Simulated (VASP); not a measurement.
Computed with optB88-vdW, VASP's PBE PAW potentials (set 64) (plane waves; VASP 6.6.1).

VASP ran on this input.

File KPOINTS:
```
Automatic mesh
0
Gamma
5 5 5
0 0 0
```

File POSCAR:
```
BaTiO3
1
    4.0030406870     0.0000000000     0.0000000000
    0.0000000000     4.0030406870     0.0000000000
    0.0000000000    -0.0000000000     4.1153855313
Ba Ti O
1 1 3
Direct
  1.0000000000   0.0000000000   0.0033777059
  0.5000000000   0.5000000000   0.5213899616
  0.5000000000   0.5000000000   0.9702955874
  0.0000000000   0.5000000000   0.4844683725
  0.5000000000   0.0000000000   0.4844683725
```

INCAR:
```
ISMEAR = 0   ! Gaussian
EDIFFG = -0.02   ! ionic stop
LASPH = .TRUE.   ! aspherical one-centre terms
NSW = 60   ! most ionic steps
LREAL = .FALSE.   ! projection in real space or not
SIGMA = 0.05   ! width (eV)
LUSE_VDW = .TRUE.
NELM = 100   ! most electronic steps
ISIF = 3   ! ions, shape and volume
PARAM2 = 0.22
EDIFF = 1E-6
LWAVE = .FALSE.
ALGO = Normal   ! blocked Davidson
PREC = Accurate
LMAXMIX = 4   ! l cut-off of mixed one-centre charges
IBRION = 2   ! conjugate gradients
LCHARG = .FALSE.
PARAM1 = 0.1833333333
ENCUT = 520
SYSTEM = BaTiO3
AGGAC = 0.0
GGA = BO
```

POTCAR, in this order: Ba_sv Ti_sv O (PBE.64 set). Program: vasp_std.

Output of the run:

**OSZICAR**
```
       N       E                     dE             d eps       ncg     rms          rms(c)
DAV:   1     0.471183207717E+03    0.47118E+03   -0.21479E+04   864   0.180E+03
DAV:   2     0.353966169053E+01   -0.46764E+03   -0.45862E+03  1096   0.492E+02
DAV:   3    -0.404633364374E+02   -0.44003E+02   -0.43957E+02  1272   0.146E+02
DAV:   4    -0.423322721233E+02   -0.18689E+01   -0.18678E+01  1248   0.272E+01
DAV:   5    -0.424021367245E+02   -0.69865E-01   -0.69863E-01  1200   0.361E+00    0.239E+01
DAV:   6    -0.312789085650E+02    0.11123E+02   -0.82331E+01  1360   0.792E+01    0.106E+01
DAV:   7    -0.312147270074E+02    0.64182E-01   -0.14828E+01  1128   0.294E+01    0.690E+00
DAV:   8    -0.309868378653E+02    0.22789E+00   -0.87513E-01  1176   0.913E+00    0.341E+00
DAV:   9    -0.310062223016E+02   -0.19384E-01   -0.42726E-01  1136   0.573E+00    0.143E+00
DAV:  10    -0.309888410171E+02    0.17381E-01   -0.15176E-01  1128   0.391E+00    0.477E-01
DAV:  11    -0.309865575044E+02    0.22835E-02   -0.11395E-02  1160   0.826E-01    0.195E-01
DAV:  12    -0.309863303123E+02    0.22719E-03   -0.21239E-03  1064   0.285E-01    0.420E-02
DAV:  13    -0.309863184332E+02    0.11879E-04   -0.23226E-04  1016   0.119E-01    0.274E-02
DAV:  14    -0.309863046191E+02    0.13814E-04   -0.56754E-05  1160   0.743E-02    0.148E-02
DAV:  15    -0.309863021823E+02    0.24368E-05   -0.26425E-05  1256   0.442E-02    0.554E-03
DAV:  16    -0.309863021315E+02    0.50775E-07   -0.27575E-06   760   0.159E-02
   1 F= -.30986302E+02 E0= -.30986302E+02  d E =-.309863E+02
```

OUTCAR:
```
------------------------ aborting loop because EDIFF is reached ----------------------------------------
  FORCE on cell =-STRESS in cart. coord.  units (eV):
  Direction    XX          YY          ZZ          XY          YZ          ZX
  --------------------------------------------------------------------------------------
  Total       -0.0356582     -0.0356582      0.0627107      0.0000000      0.0000000      0.0000000
  in kB       -0.8663232     -0.8663232      1.5235669      0.0000000      0.0000000      0.0000000
  external PRESSURE =      -0.0696932 kB  Pullay stress =       0.0000000 kB
  volume of cell :       65.95
      direct lattice vectors                 reciprocal lattice vectors
     4.003040687  0.000000000  0.000000000     0.249810101  0.000000000  0.000000000
     0.000000000  4.003040687  0.000000000     0.000000000  0.249810101  0.000000000
     0.000000000  0.000000000  4.115385531     0.000000000  0.000000000  0.242990600
 POSITION                                       TOTAL-FORCE (eV/Angst)
 -----------------------------------------------------------------------------------
      0.00000      0.00000      0.01390         0.000000      0.000000      0.007028
      2.00152      2.00152      2.14572         0.000000     -0.000000      0.010194
      2.00152      2.00152      3.99314         0.000000      0.000000     -0.018269
      0.00000      2.00152      1.99377        -0.000000      0.000000      0.000523
      2.00152      0.00000      1.99377         0.000000      0.000000      0.000523
 -----------------------------------------------------------------------------------
    total drift:                                0.000000      0.000000     -0.000269
  FREE ENERGIE OF THE ION-ELECTRON SYSTEM (eV)
  ---------------------------------------------------
  free  energy   TOTEN  =       -30.9863021315 eV

  energy  without entropy=      -30.9863021315  energy(sigma->0) =      -30.98630213

 reached required accuracy - stopping structural energy minimisation
```
(Selected blocks of OUTCAR.)

The compound is BaTiO3 in the tetragonal perovskite structure. It was relaxed first. The start is the result of an earlier pass.
